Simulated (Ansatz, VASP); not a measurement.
# TiC (TiC (Fm-3m)) in two plane-wave programs

One calculation is typed for both programs; each brings its own data sets. How far apart do they land? The cell is taken from a series of runs on this material, whose earlier steps may have relaxed, scaled, displaced or heated it; both programs get it as it stands.

Main program and level: Ansatz 0.2.0; plane waves, with VASP 6.6.1 beside it; relaxation of cell and atoms at r2SCAN.

## (1) Starting point

It takes space group Fm-3m (No. 225, cubic). Conventional cell: a = 4.331 Å, b = 4.331 Å, c = 4.331 Å, α = 90.00°, β = 90.00°, γ = 90.00°. Nearest to Ti lie 6 C at 2.17 Å. Nearest to C lie 6 Ti at 2.17 Å. Farther neighbours are not listed.

Structure file:

```xyz
2
Lattice="0.0000 2.1657 2.1657 2.1657 0.0000 2.1657 2.1657 2.1657 0.0000" Properties=species:S:1:pos:R:3 pbc="T T T"
Ti    0.0000    0.0000    0.0000
C     2.1657    2.1657    2.1657
```

## (2) VASP: relaxation of cell and atoms, r2SCAN

The relaxed volume is the usual yardstick between codes: in a stiff, nearly cubic crystal its relative difference is about their pressure difference at one cell divided by the bulk modulus.

Lines of VASP's logs that name or quote its potential files are left out, and so is its time.

INCAR

```
SYSTEM = TiC
PREC = Accurate
ENCUT = 660
EDIFF = 1E-07
NELM = 120
ISMEAR = -1
SIGMA = 0.05
LREAL = .FALSE.
ALGO = Normal
METAGGA = R2SCAN
LASPH = .TRUE.
NBANDS = 14
LORBIT = 11
LWAVE = .FALSE.
LCHARG = .FALSE.
ISIF = 3
IBRION = 2
NSW = 80
EDIFFG = -0.005
GGA_COMPAT = .FALSE.
NELMIN = 4
LMIXTAU = .TRUE.
```

POSCAR

```
TiC
1.0
    0.0000000000      2.1657190000      2.1657190000
    2.1657190000      0.0000000000      2.1657190000
    2.1657190000      2.1657190000      0.0000000000
Ti C
1 1
Direct
    0.0000000000      0.0000000000      0.0000000000
    0.5000000000      0.5000000000      0.5000000000
```

KPOINTS

```
Automatic mesh
0
Gamma
15 15 15
0 0 0
```

PAW data sets: Ti_sv and C (PBE family, release 64).

Command:

```sh
$ mpirun -np 1 vasp_std
```

Numbers of over 12 decimals in the logs are rounded to 6 here.

Log:

```text
[banner, memory and clock lines left out]
running    1 mpi-ranks, on    1 nodes
 distrk:  each k-point on    1 cores,    1 groups
 distr:  one band on    1 cores,    1 groups

 POSCAR found type information on POSCAR TiC
 POSCAR found :  2 types and       2 ions
|                                                                             |
|               ----> ADVICE to this user running VASP <----                  |
|                                                                             |
|     You enforced a specific xc type in the INCAR file but a different       |
|     [... a line on the potential file left out ...]
|     I HOPE YOU KNOW WHAT YOU ARE DOING!                                     |
|                                                                             |

 LDA part: xc-table for (None), standard interpolation
 POSCAR, INCAR and KPOINTS ok, starting setup
 FFT: planning ... GRIDC
 FFT: planning ... GRID_SOFT
 FFT: planning ... GRID
 WAVECAR not read
 entering main loop
       N       E                     dE             d eps       ncg     rms          rms(c)
DAV:   1     0.130711398015E+03    0.13071E+03   -0.96235E+03  3360   0.165E+03
DAV:   2    -0.241437676428E+02   -0.15486E+03   -0.14576E+03  3618   0.393E+02
DAV:   3    -0.335402375963E+02   -0.93965E+01   -0.91498E+01  4616   0.930E+01
DAV:   4    -0.339319296044E+02   -0.39169E+00   -0.39106E+00  4118   0.172E+01
DAV:   5    -0.339424268980E+02   -0.10497E-01   -0.10496E-01  4574   0.252E+00    0.188E+01
DAV:   6    -0.245751018608E+02    0.93673E+01   -0.13223E+01  4500   0.731E+01    0.523E+00
DAV:   7    -0.248342212267E+02   -0.25912E+00   -0.24786E+00  3798   0.246E+01    0.455E+00
DAV:   8    -0.248517367625E+02   -0.17516E-01   -0.15178E-01  4554   0.490E+00    0.281E+00
DAV:   9    -0.249120126543E+02   -0.60276E-01   -0.13508E-01  3654   0.655E+00    0.135E+00
DAV:  10    -0.248753668731E+02    0.36646E-01   -0.87068E-02  4704   0.444E+00    0.392E-01
DAV:  11    -0.248718404083E+02    0.35265E-02   -0.35775E-03  3846   0.733E-01    0.201E-01
DAV:  12    -0.248739489040E+02   -0.21085E-02   -0.30581E-03  3522   0.647E-01    0.865E-02
DAV:  13    -0.248734998833E+02    0.44902E-03   -0.73319E-04  3574   0.300E-01    0.496E-02
DAV:  14    -0.248737680844E+02   -0.26820E-03   -0.41230E-04  4176   0.196E-01    0.103E-02
DAV:  15    -0.248737738951E+02   -0.58107E-05   -0.21089E-05  3702   0.483E-02    0.971E-03
DAV:  16    -0.248737727140E+02    0.11811E-05   -0.55535E-06  4380   0.205E-02    0.628E-03
DAV:  17    -0.248737699524E+02    0.27616E-05   -0.19319E-06  4320   0.187E-02    0.180E-03
DAV:  18    -0.248737703308E+02   -0.37835E-06   -0.49937E-07  4408   0.726E-03    0.711E-04
DAV:  19    -0.248737702623E+02    0.68466E-07   -0.97326E-09  2022   0.116E-03
   1 F= -.24873770E+02 E0= -.24872370E+02  d E =-.248738E+02
 curvature:   0.00 expect dE= 0.000E+00 dE for cont linesearch  0.000E+00
 trial: gam= 0.00000 g(F)=  0.586E-64 g(S)=  0.162E-04 ort = 0.000E+00 (trialstep = 0.100E+01)
 search vector abs. value=  0.162E-04
 bond charge predicted
       N       E                     dE             d eps       ncg     rms          rms(c)
DAV:   1    -0.248739561588E+02   -0.18583E-03   -0.39490E-03  3810   0.982E-01    0.135E-01
DAV:   2    -0.248737937387E+02    0.16242E-03   -0.53986E-04  4034   0.429E-01    0.400E-02
DAV:   3    -0.248737679121E+02    0.25827E-04   -0.68223E-05  4604   0.104E-01    0.150E-02
DAV:   4    -0.248737650680E+02    0.28441E-05   -0.28777E-05  4284   0.567E-02    0.765E-03
DAV:   5    -0.248737675248E+02   -0.24568E-05   -0.54736E-06  4578   0.213E-02    0.310E-03
DAV:   6    -0.248737675868E+02   -0.61996E-07   -0.14273E-06  4570   0.929E-03    0.270E-03
DAV:   7    -0.248737676714E+02   -0.84576E-07   -0.16652E-07  4134   0.399E-03
   2 F= -.24873768E+02 E0= -.24872365E+02  d E =0.259089E-05
 trial-energy change:    0.000003  1 .order   -0.000000   -0.000016    0.000016
 step:   0.3800(harm=  0.5114)  dis= 0.00000  next Energy=   -24.873773 (dE=-0.292E-05)
 bond charge predicted
       N       E                     dE             d eps       ncg     rms          rms(c)
DAV:   1    -0.248738468232E+02   -0.79236E-04   -0.15375E-03  3828   0.611E-01    0.849E-02
DAV:   2    -0.248737804973E+02    0.66326E-04   -0.20894E-04  4020   0.268E-01    0.251E-02
DAV:   3    -0.248737686013E+02    0.11896E-04   -0.26146E-05  4590   0.650E-02    0.967E-03
DAV:   4    -0.248737704027E+02   -0.18013E-05   -0.11229E-05  4248   0.359E-02    0.466E-03
DAV:   5    -0.248737704730E+02   -0.70365E-07   -0.20446E-06  4572   0.131E-02    0.193E-03
DAV:   6    -0.248737724027E+02   -0.19296E-05   -0.52370E-07  4382   0.561E-03    0.162E-03
DAV:   7    -0.248737724222E+02   -0.19571E-07   -0.52243E-08  2628   0.239E-03
   3 F= -.24873772E+02 E0= -.24872371E+02  d E =-.215994E-05
 curvature:  -0.24 expect dE=-0.218E-07 dE for cont linesearch -0.218E-07
 trial: gam= 0.00000 g(F)=  0.184E-60 g(S)=  0.918E-07 ort =-0.122E-05 (trialstep = 0.876E+00)
 search vector abs. value=  0.919E-07
 reached required accuracy - stopping structural energy minimisation
```

Parts of OUTCAR (step 2):

```text
ion  position               nearest neighbor table
   1  0.000  0.000  0.000-   2 2.17   2 2.17   2 2.17   2 2.17   2 2.17   2 2.17
   2  0.500  0.500  0.500-   1 2.17   1 2.17   1 2.17   1 2.17   1 2.17   1 2.17

  LATTYP: Found a face centered cubic cell.
 ALAT       =     4.3314380000

 Subroutine GETGRP returns: Found 48 space group operations
 (whereof 48 operations were pure point group operations)

The static configuration has the point symmetry O_h .

 Found    120 irreducible k-points:

   k-points           NKPTS =    120   k-points in BZ     NKDIM =    120   number of bands    NBANDS=     14

   dimension x,y,z NGX =    28 NGY =   28 NGZ =   28
   dimension x,y,z NGXF=    56 NGYF=   56 NGZF=   56

   ENCUT  =  660.0 eV  48.51 Ry    6.96 a.u.   6.42  6.42  6.42*2*pi/ulx,y,z

   NELECT =      16.0000    total number of electrons

 k-points in reciprocal lattice and weights: Automatic mesh
   0.00000000  0.00000000  0.00000000       0.000
   0.06666667  0.00000000  0.00000000       0.002
   0.13333333  0.00000000  0.00000000       0.002
   0.20000000  0.00000000  0.00000000       0.002
   0.26666667  0.00000000  0.00000000       0.002
   0.33333333  0.00000000  0.00000000       0.002
   0.40000000  0.00000000  0.00000000       0.002
   0.46666667  0.00000000  0.00000000       0.002
   0.06666667  0.06666667  0.00000000       0.002
[...]
-0.33333333  0.46666667  0.20000000       0.007
  -0.26666667  0.46666667  0.20000000       0.007

 average (electrostatic) potential at core
       1 -75.6541       2 -46.1421

 E-fermi :   9.4716

 k-point     1 :       0.0000    0.0000    0.0000
  band No.  band energies     occupation
      1     -49.4943      2.00000
      2     -24.4738      2.00000
      3     -24.4738      2.00000
      4     -24.4738      2.00000
      5      -3.7189      2.00000
      6      10.3486      0.00000
      7      10.3486      0.00000
      8      10.3486      0.00000
      9      11.1486      0.00000
     10      11.1486      0.00000
    ...

 k-point     2 :       0.0667    0.0000    0.0000
  band No.  band energies     occupation
      1     -49.4911      2.00000
      2     -24.4968      2.00000
      3     -24.4758      2.00000
      4     -24.4758      2.00000
      5      -3.6162      2.00000
      6       9.7578      0.00651
      7       9.9474      0.00015
      8       9.9474      0.00015
      9      10.5899      0.00000
     10      10.5899      0.00000
    ...

 k-point     3 :       0.1333    0.0000    0.0000
  band No.  band energies     occupation
    ...
      4     -24.4816      2.00000
      5      -3.3145      2.00000
      6       8.7090      2.00000
      7       9.0101      1.99980
      8       9.0101      1.99980
      9      10.7714      0.00000
     10      10.7714      0.00000
     11      11.9036      0.00000
     12      13.5137      0.00000
     13      13.5137      0.00000
    ...

  Total       -0.0011265     -0.0011265     -0.0011265     -0.0000000      0.0000000     -0.0000000
  in kB       -0.0888018     -0.0888018     -0.0888018     -0.0000000      0.0000000     -0.0000000
  external PRESSURE =      -0.0888018 kB  Pullay stress =       0.0000000 kB

  energy-cutoff  :      660.00
  volume of cell :       20.32
      direct lattice vectors                 reciprocal lattice vectors
     0.000000000  2.166016354  2.166016354    -0.230838516  0.230838516  0.230838516
     2.166016354  0.000000000  2.166016354     0.230838516 -0.230838516  0.230838516
     2.166016354  2.166016354  0.000000000     0.230838516  0.230838516 -0.230838516

 POSITION                                       TOTAL-FORCE (eV/Angst)
 -----------------------------------------------------------------------------------
      0.00000      0.00000      0.00000         0.000000     -0.000000      0.000000
      2.16602      2.16602      2.16602        -0.000000      0.000000     -0.000000
 -----------------------------------------------------------------------------------
    total drift:                               -0.000000      0.000000      0.000000

  FREE ENERGIE OF THE ION-ELECTRON SYSTEM (eV)
  ---------------------------------------------------
  free  energy   TOTEN  =       -24.8737724222 eV

  energy  without entropy=      -24.8709701420  energy(sigma->0) =      -24.87237128

 reached required accuracy - stopping structural energy minimisation

 total charge
# of ion       s       p       d       tot
------------------------------------------
    1        2.197   6.253   1.907  10.358
    2        0.905   1.519   0.000   2.424
--------------------------------------------------
tot          3.103   7.772   1.907  12.782

[... 3 further parts left out ...]
```

The run keeps the 48 symmetry operations of its start, so it cannot find a distortion of lower symmetry.

## (3) Ansatz: relaxation of cell and atoms, r2SCAN

Ansatz runs on its PAW soft_1 files.

The same cell, functional, mesh and smearing now go to Ansatz.

input.yaml

```yaml
crystal:
  lattice:
    - [0.0, 2.1657188, 2.1657188]
    - [2.1657188, 0.0, 2.1657188]
    - [2.1657188, 2.1657188, 0.0]
  atoms:
    - { symbol: Ti, position: [0.0, 0.0, 0.0] }
    - { symbol: C, position: [0.5, 0.5, 0.5] }
basis:
  ecutwfc: 500
  xc_grid: 2
hamiltonian:
  xc: r2scan
  pseudopotentials: { kind: paw, azcp: { folder: soft_1 } }
kpoints:
  mp_grid: { grid: [15, 15, 15] }
scf:
  occupations: { method: fermi_dirac, width: 0.05 }
  max_iter: 150
output:
  forces: true
  stress: true
relax:
  f_tol: 0.01
  max_steps: 60
  cell: {}
checkpoint:
  write: "../r2scan.run"
  compress: false
  write_wavefunctions: false
  write_every: 100000
```

Command:

```sh
$ ansatz run input.yaml --threads 4 --pin off --max-ram 6594MiB --backend cpu --events-out ev --progress --plain --runs-dir out
```

Log:

```text
Engine: ansatz 0.2.0, aarch64-unknown-linux-gnu
Pseudopotentials: kind: paw
Pseudopotential: Ti, paw, valence charge 12, recommended cutoff 500 eV (meta_gga), soft_1/Ti.paw.azcp
Pseudopotential: C, paw, valence charge 4, recommended cutoff 500 eV (meta_gga), soft_1/C.paw.azcp
Functional definition: r2SCAN
  parameter k0 = 0.174
  parameter k1 = 0.065
  parameter a1 = 4.9479
  exchange = r2scan_x(k0 = k0, k1 = k1, a1 = a1)
  correlation = r2scan_c
Crystal: 2 atoms, lattice volume = 20.316 Å³
Basis set: ecut = 500 eV, 531 PW (Γ), exchange–correlation on 48×48×48 points (8 copies of the dense FFT grid, shifted against one another)
Bands: 12, of which v1, the nominal top of the filled ones, is band 8 counted from 1 (7 counted from 0)
Symmetry: 48 space group operations
Space group: Fm-3m (ITA 225), of the structure as read, at distance tolerance 2.7e-5 Å
k-points: 120 of 3375
Non-local potential: Ti, projectors of the file, l = 0: 3, l = 1: 2, l = 2: 3, l = 3: 1
Non-local potential: C, projectors of the file, l = 0: 2, l = 1: 2, l = 2: 1
PAW form: soft (Blöchl's): semilocal exchange-correlation on the pseudo side does not see the compensation charge
PAW frozen core: Ti, regenerated for the run's functional (the file was generated under x = pbe(κ = 0.804, μ = 0.219515), c = pbe(β = 0.066725))
PAW frozen core: C, regenerated for the run's functional (the file was generated under x = pbe(κ = 0.804, μ = 0.219515), c = pbe(β = 0.066725))
PAW one-centre angular grid: Ti, 590 points (default); XC on 160 Gauss nodes
PAW one-centre angular grid: C, 302 points (default); XC on 219 of its mesh's 2255 points in the sphere
Initial density: superposition of atomic densities (chi_scale 0.1, normalization cell, long waves kept (reshape's long-wave potential 0.00 eV rms))
Initial wavefunctions: pseudopotential atomic-orbital guess
Functional: x = r2scan, c = r2scan; τ floored in thin density (d = 2e-4 eV/Å³)
SCF iter   1: F=—  HF=-2758.964346 eV  |F-HF|=—  |Δ(HF+E_count)|=         —  Δρ=1.47e-1  dr2=5.73e0  dr2_τ=5.49e-1  ethr=3.10e-3  ⟨swp⟩=4.5  Hψ=6974  notcnv=0
preconditioner: auto → none  [metal: Δε(μ)=0.131 eV  Ē_g=9.724 eV  σ=0.050 eV  W_gap=0.48  n_scr=8 (ndim 8)  ℏωp=23.3 eV  f_vac=0.000  D(μ)=0.17/eV (n_scr^D=0)  sad-step TF]
SCF iter   2: F=—  HF=-2757.937942 eV  |F-HF|=—  |Δ(HF+E_count)|=    1.03e0  Δρ=3.20e-2  dr2=9.82e-2  dr2_τ=1.35e-1  ethr=3.10e-3  ⟨swp⟩=2.9  Hψ=3899  notcnv=0
SCF iter   3: F=—  HF=-2757.994123 eV  |F-HF|=—  |Δ(HF+E_count)|=   5.62e-2  Δρ=1.68e-2  dr2=2.22e-2  dr2_τ=2.24e-3  ethr=6.14e-4  ⟨swp⟩=2.2  Hψ=2213  notcnv=0
SCF iter   4: F=—  HF=-2758.013168 eV  |F-HF|=—  |Δ(HF+E_count)|=   1.90e-2  Δρ=3.78e-3  dr2=1.20e-3  dr2_τ=6.07e-5  ethr=1.39e-4  ⟨swp⟩=2.1  Hψ=2399  notcnv=0
SCF iter   5: F=—  HF=-2758.014091 eV  |F-HF|=—  |Δ(HF+E_count)|=   9.23e-4  Δρ=5.47e-4  dr2=3.37e-5  dr2_τ=3.38e-6  ethr=7.52e-6  ⟨swp⟩=2.0  Hψ=2413  notcnv=0
SCF iter   6: F=—  HF=-2758.014097 eV  |F-HF|=—  |Δ(HF+E_count)|=   5.67e-6  Δρ=4.74e-5  dr2=1.77e-7  dr2_τ=4.50e-8  ethr=2.10e-7  ⟨swp⟩=2.1  Hψ=2406  notcnv=0
SCF iter   7: F=-2758.014097 eV  HF=-2758.014097 eV  |F-HF|=4.68e-8  |Δ(HF+E_count)|=   7.68e-7  Δρ=1.84e-5  dr2=8.71e-8  dr2_τ=5.19e-9  ethr=6.25e-10  ⟨swp⟩=4.6  Hψ=4407  notcnv=0
SCF 1 converged in 7 iterations: F = -2758.014097 eV  dr2 = 8.71e-8
  greatest PAW one-centre occupation: 1.000 electrons in one spin orbital (limit 2), on the Ti atom at site 0 (counted from 0), in its partial waves of l = 0
relax step   1: F+E_penalty+E_count = -2758.01409729 eV  Δ(F+E_penalty+E_count) = +0.000e0 eV  max|allowed force component| = 2.794e-30 eV/Å  Δτ_max = 0.0000 Å  P = -0.545 GPa  Ω = 20.316 Å³  (7 SCF iters, dr2 threshold 1.00e-7 eV, accepted)
[...]
relax step   2: F+E_penalty+E_count = -2758.01419307 eV  Δ(F+E_penalty+E_count) = -9.579e-5 eV  max|allowed force component| = 1.660e-30 eV/Å  Δτ_max = 0.0000 Å  P = -0.044 GPa  Ω = 20.277 Å³  energy of the carried Pulay correction = +2.436e-5 eV  (5 SCF iters, dr2 threshold 2.00e-7 eV, accepted)
[...]
relax step   3: F+E_penalty+E_count = -2758.01416713 eV  Δ(F+E_penalty+E_count) = +2.594e-5 eV  max|allowed force component| = 1.709e-30 eV/Å  Δτ_max = 0.0000 Å  P = -0.045 GPa  Ω = 20.277 Å³  stress off target by 4.54e-2 GPa  SCF on the basis re-selected at this cell (its energy is not comparable with the rows above)  (6 SCF iters)
basis re-selected at this cell: Δ(F+E_penalty+E_count) = +2.594e-5 eV, ΔP = -0.001 GPa vs the last step (what re-selecting the basis moved, of the pressure what is left beyond the Pulay correction that the steps carried, after the strain that the cell walked since its last selection, with what the two solves' SCF thresholds leave and, on support functions, any second-order correction that the steps lacked; it is no m [...]
SCF converged after 6 iterations
Free energy (F): -2758.014167 eV
Harris-Foulkes:  -2758.014167 eV  (|F-HF|=1.36e-12)
Internal energy: -2758.011372 eV  (E = F + TS)
E sigma→0 (E₀):  -2758.012770 eV
Entropy (-TS):   -0.002795 eV (-1.398 meV/atom)
Fermi energy:    14.705894 eV
--- Per-component energies (eV) ---
  E_band       = -126.388577
  E_kinetic    = 366.967547
  E_local      = -825.263168  (includes V_loc(G=0)·N_el)
  E_nonlocal   = 81.624069
  E_hartree    = 324.098869
  E_xc         = -160.091250
  E_vxc        = -226.397562  (∫ρ·V_xc dr)
  E_paw        = -1150.917760  (= ΣΔE_a)
  E_vpaw       = -185.069508  (= ΣTr[D̂ρ^β])
  E_aug_tail   = -0.000019  (compensation charges beyond the density's cutoff)
  E_vtau       = 13.552300  (kinetic-family band-sum trace: ∫τ·v_τ [+ j·A + Jᵃ·Aᵃ] dr)
  E_ewald      = -1394.151429
  E_core_change = -0.278230  (= ΣΔE_core)
  E_smearing   = -0.002795  (= −TS)
  E_closure    = 0.000000  (closes the sum)
  Σ components = -2758.014167   (vs F -2758.014167, Δ=0.00e0)
--- Forces (eV/Å), atoms counted from 1 ---
  atom   1  Ti    -0.00000000     0.00000000     0.00000000
  atom   2  C      0.00000000    -0.00000000    -0.00000000
  max |Σ_I F_I| component: 2.37e-30 eV/Å
--- Stress (GPa, compression-positive) ---
       -0.045401      -0.000000      -0.000000
       -0.000000      -0.045401      -0.000000
       -0.000000      -0.000000      -0.045401
  P = ⅓ Tr σ = -0.0454 GPa (-0.454 kbar)
--- Relaxed structure (2 steps of the walk, 2 accepted, 1 SCFs on fresh bases) ---
  F+E_penalty+E_count = -2758.01416713 eV   max|allowed force component| = 1.709e-30 eV/Å   (the final SCF, on the basis selected at the relaxed cell)
  cell:  # Å, volume = 20.2771 Å³
    - [0, 2.164340, 2.164340]
    - [2.164340, 0, 2.164340]
    - [2.164340, 2.164340, 0]
  atoms:
    - { symbol: Ti, position: [0, 0, 0] }
    - { symbol: C, position: [0.5, 0.5, 0.5] }
```

## (4) Comparison

Known differences besides the potentials themselves: VASP keeps PBE cores, Ansatz makes them for the functional; the cutoff is 500 eV in Ansatz and 660 eV in VASP; Ansatz adds a Pulay correction to the stress that steers its cell, VASP none; in our runs with r2SCAN, forces from VASP's data set Ti_sv part from Ansatz's all-electron ones, so neither program is the reference here. Total energies have different zeros and are not compared.

Both answers:

| quantity | Ansatz | VASP | difference |
| --- | --- | --- | --- |
| volume (Å³) | 20.28 | 20.32 | -0.23 % |
| edge a after relaxation, in the typed setting (Å) | 3.061 | 3.063 | -0.08 % |

## (5) Summary of results

```yaml
difference_in_volume_relaxation_of_cell_and_atoms_r2scan: -0.23 %
```

**Reading.** The difference in volume is -0.23 % (relaxation of cell and atoms, r2SCAN), within the 1.2 % picked in this series as the mark of a large difference, as far as the stopping tolerances let one tell. How closely two codes agree says nothing of how well the functional describes the real material.

[Lines on the potential files, build, host, timing and source positions are cut from VASP's logs without a mark.]

[Logs are printed without paths, hosts, clocks, repeated set-up lines and the standing remarks that a program may print on its own settings, such as how far it seeks lower states.]

[Hosts, paths, dates, database ids (printed as entryN), source tags and the programs' standing remarks are cut or masked in the printed files.]
